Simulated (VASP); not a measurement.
Computed with PBE GGA with D4 dispersion, VASP's PBE PAW potentials (set 64) (plane waves; VASP).

A VASP calculation is set up with these files.

### POSCAR
```
BaTiO3
1
    3.9835924449     0.0000000000     0.0000000000
    0.0000000000     3.9835924449    -0.0000000000
    0.0000000000    -0.0000000000     4.1482869473
Ba Ti O
1 1 3
Direct
  0.0000000000   0.0000000000   0.0068883892
  0.5000000000   0.5000000000   0.5254378931
  0.5000000000   0.5000000000   0.9657435521
  1.0000000000   0.5000000000   0.4829650828
  0.5000000000   0.0000000000   0.4829650828
```

**INCAR**
```
SYSTEM = BaTiO3
PREC = Accurate
ENCUT = 520
EDIFF = 1E-7
NELM = 100
ALGO = Normal
LREAL = .FALSE.
LASPH = .TRUE.
ISMEAR = 0
SIGMA = 0.05
GGA = PE
IVDW = 13
LMAXMIX = 4
LWAVE = .FALSE.
LCHARG = .FALSE.
LORBIT = 11
ICHARG = 11
```

**KPOINTS**
```
k-points along high-symmetry lines
10
Line-mode
Reciprocal
  0.000000   0.000000   0.000000 ! GAMMA
  0.000000   0.500000   0.000000 ! X

  0.000000   0.500000   0.000000 ! X
  0.500000   0.500000   0.000000 ! M

  0.500000   0.500000   0.000000 ! M
  0.000000   0.000000   0.000000 ! GAMMA

  0.000000   0.000000   0.000000 ! GAMMA
  0.000000   0.000000   0.500000 ! Z

  0.000000   0.000000   0.500000 ! Z
  0.000000   0.500000   0.500000 ! R

  0.000000   0.500000   0.500000 ! R
  0.500000   0.500000   0.500000 ! A

  0.500000   0.500000   0.500000 ! A
  0.000000   0.000000   0.500000 ! Z

  0.000000   0.500000   0.000000 ! X
  0.000000   0.500000   0.500000 ! R

  0.500000   0.500000   0.000000 ! M
  0.500000   0.500000   0.500000 ! A
```

POTCAR, in this order: Ba_sv Ti_sv O (PBE.64 set). Program: vasp_std. Read from the step before: CHGCAR.

The resulting files:

**OUTCAR**
```
 ion  position               nearest neighbor table
   1  0.000  0.000  0.007-   4 2.80   5 2.80   4 2.80   5 2.80   3 2.82   3 2.82   3 2.82   3 2.82
                             4 2.95   5 2.95   5 2.95   4 2.95   2 3.45   2 3.45   2 3.45   2 3.45
   2  0.500  0.500  0.525-   3 1.83   4 2.00   5 2.00   5 2.00   4 2.00   3 2.32   1 3.45   1 3.45
                             1 3.45   1 3.45   1 3.54   1 3.54   1 3.54   1 3.54
   3  0.500  0.500  0.966-   2 1.83   2 2.32   1 2.82   1 2.82   1 2.82   1 2.82
   4  0.000  0.500  0.483-   2 2.00   2 2.00   1 2.80   1 2.80   1 2.95   1 2.95
   5  0.500  0.000  0.483-   2 2.00   2 2.00   1 2.80   1 2.80   1 2.95   1 2.95
  LATTYP: Found a simple tetragonal cell.
 ALAT       =     3.9835924449
 C/A-ratio  =     1.0413432109
 Subroutine PRICEL returns:
 Original cell was already a primitive cell.
 Subroutine GETGRP returns: Found  8 space group operations
The static configuration has the point symmetry C_4v.
The dynamic configuration has the point symmetry C_4v.
 Subroutine INISYM returns: Found  8 space group operations
   k-points           NKPTS =     90   k-points in BZ     NKDIM =     90   number of bands    NBANDS=     24
   number of dos      NEDOS =    301   number of ions     NIONS =      5
   total plane-waves  NPLWV =  28800
   dimension x,y,z NGX =    30 NGY =   30 NGZ =   32
   dimension x,y,z NGXF=    60 NGYF=   60 NGZF=   64
   ions per type =               1   1   3
   PREC   = accura    normal or accurate (medium, high low for compatibility)
   ISTART =      0    job   : 0-new  1-cont  2-samecut
...
```

File OSZICAR:
```
       N       E                     dE             d eps       ncg     rms          rms(c)
DAV:   1     0.425381423166E+03    0.42538E+03   -0.21742E+04  4320   0.183E+03
DAV:   2     0.112783498894E+02   -0.41410E+03   -0.40666E+03  4928   0.482E+02
DAV:   3    -0.372355344050E+02   -0.48514E+02   -0.47148E+02  7144   0.143E+02
DAV:   4    -0.392763469528E+02   -0.20408E+01   -0.20395E+01  5432   0.283E+01
DAV:   5    -0.393691119645E+02   -0.92765E-01   -0.92764E-01  6224   0.442E+00
DAV:   6    -0.393700873491E+02   -0.97538E-03   -0.97538E-03  5536   0.487E-01
DAV:   7    -0.393701030407E+02   -0.15692E-04   -0.15692E-04  6344   0.610E-02
DAV:   8    -0.393701033221E+02   -0.28135E-06   -0.28137E-06  5600   0.622E-03
DAV:   9    -0.393701033263E+02   -0.42019E-08   -0.42293E-08  4064   0.833E-04
   1 F= -.40422657E+02 E0= -.40422657E+02  d E =-.834747E-13
```

### OUTCAR
```
 val. band max:        3.8064942938   @ k =   0.5000   0.5000   0.5000

 cond. band min:       5.5924256914   @ k =   0.0000   0.0000   0.0000



 k-point     1 :       0.0000    0.0000    0.0000
  band No.  band energies     occupation
      1     -52.8220      2.00000
      2     -29.1352      2.00000
      3     -29.0250      2.00000
      4     -29.0250      2.00000
      5     -21.2945      2.00000
      6     -13.1976      2.00000
      7     -12.5924      2.00000
      8     -12.4598      2.00000
      9      -6.4987      2.00000
     10      -6.4346      2.00000
     11      -6.4346      2.00000
     12       1.2800      2.00000
     13       1.3803      2.00000
     14       1.3803      2.00000
     15       2.2043      2.00000
     16       2.2043      2.00000
     17       2.5214      2.00000
     18       3.0368      2.00000
     19       3.2888      2.00000
     20       3.2888      2.00000
     21       5.5924      0.00000
     22       6.1238      0.00000
     23       6.1238      0.00000
     24       7.8241      0.00000

 k-point     2 :       0.0000    0.0556    0.0000
  band No.  band energies     occupation
      1     -52.8219      2.00000
      2     -29.1351      2.00000
      3     -29.0266      2.00000
      4     -29.0249      2.00000
      5     -21.2912      2.00000
      6     -13.1977      2.00000
      7     -12.5909      2.00000
      8     -12.4587      2.00000
      9      -6.4944      2.00000
     10      -6.4295      2.00000
     11      -6.4250      2.00000
     12       1.2681      2.00000
     13       1.3321      2.00000
     14       1.3754      2.00000
     15       2.1476      2.00000
     16       2.1798      2.00000
     17       2.5154      2.00000
     18       2.9943      2.00000
     19       3.2471      2.00000
     20       3.2753      2.00000
     21       5.6584      0.00000
     22       6.1192      0.00000
     23       6.1272      0.00000
     24       7.8900      0.00000

...
```

The density is held fixed in this step, so its total energy and stress have no physical meaning. Unless said otherwise, spin-orbit coupling is left out, though it shifts the bands of the heavy elements here.

The compound is BaTiO3 in the tetragonal perovskite structure. It was relaxed first.
